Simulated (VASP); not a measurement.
Wanted: the native input for a VASP 6.6.1 run.

* Task: core levels
* Functional: PBEsol
* Potentials or basis: VASP PAW PBE potentials, release 64 (Ti)
* Cutoff: 500 eV
* k mesh: 6 × 6 × 4
* Occupations: methfessel-paxton, width 0.1 eV
* Spin: no spin polarisation
* Further INCAR settings: ALGO = Normal; EDIFF = 1e-06

The structure of Ti lies in POSCAR:

```
Ti
1.0
    5.9000000000      0.0000000000      0.0000000000
   -2.9500000000      5.1095498820      0.0000000000
    0.0000000000      0.0000000000      9.3600000000
Ti
16
Direct
    0.1666666666      0.3333333334      0.1250000000
    0.1666666666      0.3333333334      0.6250000000
    0.1666666666      0.8333333333      0.1250000000
    0.1666666666      0.8333333333      0.6250000000
    0.6666666666      0.3333333334      0.1250000000
    0.6666666666      0.3333333334      0.6250000000
    0.6666666666      0.8333333333      0.1250000000
    0.6666666666      0.8333333333      0.6250000000
    0.3333333334      0.1666666666      0.3750000000
    0.3333333334      0.1666666666      0.8750000000
    0.3333333334      0.6666666666      0.3750000000
    0.3333333334      0.6666666666      0.8750000000
    0.8333333334      0.1666666666      0.3750000000
    0.8333333334      0.1666666666      0.8750000000
    0.8333333333      0.6666666666      0.3750000000
    0.8333333333      0.6666666666      0.8750000000
```

These files were run (other wordings do the same):

INCAR

```
SYSTEM = Ti
PREC = Accurate
ENCUT = 500
EDIFF = 1E-6
ISMEAR = 1
SIGMA = 0.1
LREAL = .FALSE.
LASPH = .TRUE.
NELM = 100
ALGO = Normal
ISIF = 2
LWAVE = .FALSE.
LCHARG = .FALSE.
GGA = PS
ICORELEVEL = 1
KPAR = 4
```

KPOINTS

```
regular mesh
0
G
  6 6 4
  0 0 0
```

Potentials or basis: VASP PAW PBE potentials, release 64 (Ti).

Command:

```sh
$ cat potpaw_PBE.64/Ti/POTCAR > POTCAR
$ mpirun -np 4 vasp_std > vasp.out
```

It gave:

```
Pressure               : -7.2 GPa
Band gap on the k mesh : none (metal or under the smearing width)
```

Caveat: the PAW data sets were made with another functional, which shifts forces and pressure a little.

Run time: 100 s on 4 MPI ranks on Intel(R) Xeon(R) Platinum 8559C (Emerald Rapids) (shared host), peak memory 0.46 GiB a rank.
